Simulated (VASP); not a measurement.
Calculation: LDA (Ceperley-Alder, Perdew-Zunger), VASP's LDA PAW potentials (set 64) (plane waves; VASP).

Input for VASP

File POSCAR:
```
SiC
1
    1.5292397210    -2.6487206551     0.0000000000
    1.5292397210     2.6487206551     0.0000000000
    0.0000000000     0.0000000000     5.0166904340
Si C
2 2
Direct
  0.6666670000   0.3333330000   0.4996425423
  0.3333330000   0.6666670000   0.9996425423
  0.6666670000   0.3333330000   0.8753574577
  0.3333330000   0.6666670000   0.3753574577
```

### KPOINTS
```
kpoints
0
Gamma
 8 8 5
```

### INCAR
```
SIGMA = 0.05   ! width (eV)
ISIF = 3   ! ions, shape and volume
LASPH = .TRUE.
EDIFFG = -0.02   ! ionic stop
IBRION = 2   ! conjugate gradients
ALGO = Normal   ! blocked Davidson
ISMEAR = 0   ! Gaussian
LWAVE = .FALSE.
EDIFF = 1E-6   ! SCF stop (eV)
NSW = 40
NELM = 100   ! most electronic steps
SYSTEM = SiC
LREAL = .FALSE.   ! projection in real space or not
ENCUT = 620
LCHARG = .FALSE.
PREC = Accurate
```

POTCAR, in this order: Si C (LDA.64 set). Program: vasp_std.

Output of the run:

### OUTCAR
```
 ion  position               nearest neighbor table
   1  0.667  0.333  0.500-   4 1.87   4 1.87   4 1.87   3 1.88   2 3.07   2 3.07   2 3.07   2 3.07
                             2 3.07   2 3.07
   2  0.333  0.667  1.000-   3 1.87   3 1.87   3 1.87   4 1.88   1 3.07   1 3.07   1 3.07   1 3.07
                             1 3.07   1 3.07
   3  0.667  0.333  0.875-   2 1.87   2 1.87   2 1.87   1 1.88
   4  0.333  0.667  0.375-   1 1.87   1 1.87   1 1.87   2 1.88
  LATTYP: Found a hexagonal cell.
 ALAT       =     3.0584792353
 C/A-ratio  =     1.6402564961
 Subroutine PRICEL returns:
 Original cell was already a primitive cell.
 Subroutine GETGRP returns: Found 12 space group operations
The static configuration has the point symmetry C_3v.
 The point group associated with its full space group is C_6v.
The dynamic configuration has the point symmetry C_3v.
 Subroutine INISYM returns: Found 12 space group operations
 Subroutine IBZKPT returns following result:
 Found     30 irreducible k-points:

 Following reciprocal coordinates:
            Coordinates               Weight
  0.000000  0.000000  0.000000      1.000000
  0.125000  0.000000  0.000000      6.000000
  0.250000  0.000000  0.000000      6.000000
  0.375000  0.000000  0.000000      6.000000
  0.500000  0.000000  0.000000      3.000000
  0.125000  0.125000  0.000000      6.000000
  0.250000  0.125000  0.000000     12.000000
  0.375000  0.125000  0.000000     12.000000
  0.250000  0.250000  0.000000      6.000000
  0.375000  0.250000  0.000000      6.000000
  0.000000  0.000000  0.200000      2.000000
  0.125000  0.000000  0.200000     12.000000
  0.250000  0.000000  0.200000     12.000000
  0.375000  0.000000  0.200000     12.000000
  0.500000  0.000000  0.200000      6.000000
  0.125000  0.125000  0.200000     12.000000
  0.250000  0.125000  0.200000     24.000000
  0.375000  0.125000  0.200000     24.000000
  0.250000  0.250000  0.200000     12.000000
  0.375000  0.250000  0.200000     12.000000
  0.000000  0.000000  0.400000      2.000000
  0.125000  0.000000  0.400000     12.000000
  0.250000  0.000000  0.400000     12.000000
  0.375000  0.000000  0.400000     12.000000
  0.500000  0.000000  0.400000      6.000000
  0.125000  0.125000  0.400000     12.000000
  0.250000  0.125000  0.400000     24.000000
  0.375000  0.125000  0.400000     24.000000
  0.250000  0.250000  0.400000     12.000000
  0.375000  0.250000  0.400000     12.000000
   k-points           NKPTS =     30   k-points in BZ     NKDIM =     30   number of bands    NBANDS=     12
   number of dos      NEDOS =    301   number of ions     NIONS =      4
   total plane-waves  NPLWV =  32928
   dimension x,y,z NGX =    28 NGY =   28 NGZ =   42
   dimension x,y,z NGXF=    56 NGYF=   56 NGZF=   84
   ions per type =               2   2
   PREC   = accura    normal or accurate (medium, high low for compatibility)
   ISTART =      0    job   : 0-new  1-cont  2-samecut
   ICHARG =      2    charge: 1-file 2-atom 10-const
   ISPIN  =      1    spin polarized calculation?
   LNONCOLLINEAR =      F non collinear calculations
   LSORBIT =      F    spin-orbit coupling
   INIWAV =      1    electr: 0-lowe 1-rand  2-diag
   ENCUT  =  620.0 eV  45.57 Ry    6.75 a.u.   6.21  6.21 10.19*2*pi/ulx,y,z
   NELM   =    100;   NELMIN=  2; NELMDL= -5     # of ELM steps
   EDIFF  = 0.1E-05   stopping-criterion for ELM
   LREAL  =      F    real-space projection
   NLSPLINE    = F    spline interpolate recip. space projectors
   LMAXMIX     =    2 max onsite mixed and CHGCAR
   VOSKOWN=      0    Vosko Wilk Nusair interpolation
   EDIFFG = -.2E-01   stopping-criterion for IOM
   NSW    =     40    number of steps for IOM
   NBLOCK =      1;   KBLOCK =     40    inner block; outer block
...
```

**OSZICAR**
```
       N       E                     dE             d eps       ncg     rms          rms(c)
DAV:   1     0.409645663182E+02    0.40965E+02   -0.83980E+03   720   0.138E+03
DAV:   2    -0.340300274112E+02   -0.74995E+02   -0.68736E+02  1068   0.203E+02
DAV:   3    -0.374344314841E+02   -0.34044E+01   -0.33830E+01   944   0.444E+01
DAV:   4    -0.374751919093E+02   -0.40760E-01   -0.40733E-01   924   0.580E+00
DAV:   5    -0.374758980407E+02   -0.70613E-03   -0.70604E-03   920   0.728E-01    0.131E+01
DAV:   6    -0.334667205374E+02    0.40092E+01   -0.11944E+01   888   0.220E+01    0.598E+00
DAV:   7    -0.333227133939E+02    0.14401E+00   -0.96900E-01   928   0.671E+00    0.245E+00
DAV:   8    -0.332843904433E+02    0.38323E-01   -0.57280E-02   868   0.173E+00    0.640E-01
DAV:   9    -0.332805182211E+02    0.38722E-02   -0.67143E-03   876   0.625E-01    0.127E-01
DAV:  10    -0.332805565635E+02   -0.38342E-04   -0.41892E-04   876   0.160E-01    0.623E-02
DAV:  11    -0.332805574193E+02   -0.85583E-06   -0.17616E-05   912   0.377E-02    0.174E-02
DAV:  12    -0.332805560649E+02    0.13545E-05   -0.25338E-06   708   0.109E-02    0.515E-03
DAV:  13    -0.332805560097E+02    0.55217E-07   -0.86842E-07   532   0.594E-03
   1 F= -.33280556E+02 E0= -.33280556E+02  d E =-.332806E+02
```

### OUTCAR
```
------------------------ aborting loop because EDIFF is reached ----------------------------------------
  FORCE on cell =-STRESS in cart. coord.  units (eV):
  Direction    XX          YY          ZZ          XY          YZ          ZX
  --------------------------------------------------------------------------------------
  Total       -0.0643928     -0.0643928      0.0307332      0.0000000      0.0000000      0.0000000
  in kB       -2.5385684     -2.5385680      1.2115998      0.0000000      0.0000000      0.0000000
  external PRESSURE =      -1.2885122 kB  Pullay stress =       0.0000000 kB
  volume of cell :       40.64
      direct lattice vectors                 reciprocal lattice vectors
     1.529239721 -2.648720655  0.000000000     0.326959857 -0.188770378  0.000000000
     1.529239721  2.648720655  0.000000000     0.326959857  0.188770378  0.000000000
     0.000000000  0.000000000  5.016690434     0.000000000  0.000000000  0.199334604
  FREE ENERGIE OF THE ION-ELECTRON SYSTEM (eV)
  ---------------------------------------------------
  free  energy   TOTEN  =       -33.2805560097 eV

  energy  without entropy=      -33.2805560097  energy(sigma->0) =      -33.28055601

 reached required accuracy - stopping structural energy minimisation
```
(Selected blocks of OUTCAR.)

The compound is SiC in the wurtzite structure, the rare 2H polytype. It was relaxed first.
